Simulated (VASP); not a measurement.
Here is the system:

```
Sb
1.0
    3.98635    -2.20801    -0.02263
    3.98635     2.20801    -0.02263
    2.78396     0.00000     3.60782
Sb
2
Direct
  0.23498   0.23498   0.23498
  0.76502   0.76502   0.76502
```

Level of theory: AM05 GGA, VASP's PBE PAW potentials (set 64) (plane waves; VASP). Settings: 520 eV cut-off, 8×8×8 Γ-centred mesh, Gaussian smearing of 0.050 eV, potentials Sb.

### Question
The ions and cell shape at fixed volume are relaxed. Predict the relaxed structure.

### Answer

```
Sb
1.0
    4.05203    -2.18691     0.01195
    4.05203     2.18691     0.01195
    2.86113     0.00000     3.60771
Sb
2
Direct
  0.23183   0.23183   0.23183
  0.76817   0.76817   0.76817
```
Space group R-3m (166), at a tolerance of 0.03 Å.

### Question
How much energy does the relaxation gain?

### Answer
The energy (σ→0) changes by -6.1 meV/atom, in 6 ionic steps.

| step | E(σ→0) (eV) | max force (eV/Å) | pressure (GPa) | volume (Å³) |
|---|---|---|---|---|
| 1 | -8.5073 | 0.268 | -2.98 | 63.79 |
| 2 | -8.5138 | 0.171 | -2.66 | 63.79 |
| 3 | -8.5185 | 0.002 | -2.12 | 63.79 |
| 4 | -8.5186 | 0.031 | -2.03 | 63.79 |
| 5 | -8.5193 | 0.016 | -1.96 | 63.79 |
| 6 | -8.5195 | 0.004 | -1.90 | 63.79 |

The compound is Sb in the a7 structure. This cell is one point of a volume scan, at 1.06 of the reference volume. Symmetry was kept, so distortions that lower it aren't found.
